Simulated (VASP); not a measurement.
# GaSb: energy against volume

GaSb (zinc blende, F-43m, 27.682 Å³/atom and stress up to 0.12 GPa in the relaxed cell, cube axes along x, y and z) under an equal strain ε along all three axes. LDA in VASP (plane waves, PAW), 480 eV, 10×10×10 Γ-centred mesh, Gaussian smearing 0.05 eV; ions are relaxed, or left where forces stay under 0.02 eV/Å, within the symmetry of each cell.

Here V stands for volume and E for E less E0.

```
volume (Å³/atom)  E less E0 (meV/atom)  pressure (GPa)
----------------  --------------------  --------------
25.2650                              ?               ?
26.0545                          20.63            4.08
26.4553                          11.70            2.98
26.8602                           5.38            1.95
27.2692                           1.52            1.00
27.6824                           0.00            0.12
28.0997                           0.66           -0.67
28.5212                           3.31           -1.42
28.9469                           7.93           -2.12
29.3768                          14.40           -2.76
```

Using the third-order Birch-Murnaghan form, a cubic in V^(-2/3), estimate the missing E at V = 25.2650 from the other rows, showing the fit.

With u = V^(-2/3) - 0.1093, the rows have u = 0.0044832, 0.0033311, 0.0021963, 0.0010786, -0.0000225, -0.0011071, -0.0021757, -0.0032285, -0.0042659. Least squares gives E = 0.000 + 431.6·u + 910395·u² + 4364303·u³. Residuals (row less fit): 0.004, -0.001, -0.006, -0.010, 0.009, 0.028, -0.016, -0.019, 0.013; standard error 0.019 (degrees of freedom: 5). Its minimum lies at u = -0.0002374, so V0 = (0.1090626)^(-3/2) = 27.76. There d²E/du² = 1815000 and d³E/du³ = 2.619e7, so B0 = (4/9) × 27.76^(-7/3) × 1815000 × 0.160218 = 55.4 GPa (the last factor turns the table's units into GPa), and B0' = 4 + (2/3) × 0.1090626 × (2.619e7)/1815000 = 5.0. B0' rests on the cubic coefficient alone and has a standard error of 0.1 from these residuals. At the withheld row, u = 0.0068414, so E = 0.000 + 431.6 × 0.0068414 + 910395 × 0.0068414² + 4364303 × 0.0068414³ = 46.961 meV/atom. The calculation gives 46.88 meV/atom, 0.081 meV/atom below the prediction (0.2 % of the range of E in the table). The row lies outside the fitted rows, so this is an extrapolation. From the scatter of the fitted rows alone, a prediction at this place has a standard error of 0.091 meV/atom, so the miss is 0.9 times that.

This level leaves no gap over 0.05 eV at strain 0.50, 1.00, 1.50, 2.00 %. Spin-orbit coupling is left out, which can shift these values for the heavy elements here. Other structures, which can take over under pressure, weren't tried. The same form fitted to the pressure column gives B0' = 4.9; series where the two differ by over 0.4 aren't shown. Rows are the converged runs of the series near zero and its far end, less any whose ions stayed unrelaxed beside relaxed ones; series whose fitted rows scatter by over a few per cent of the range, as at a crossing or softening among them, aren't shown in this form.
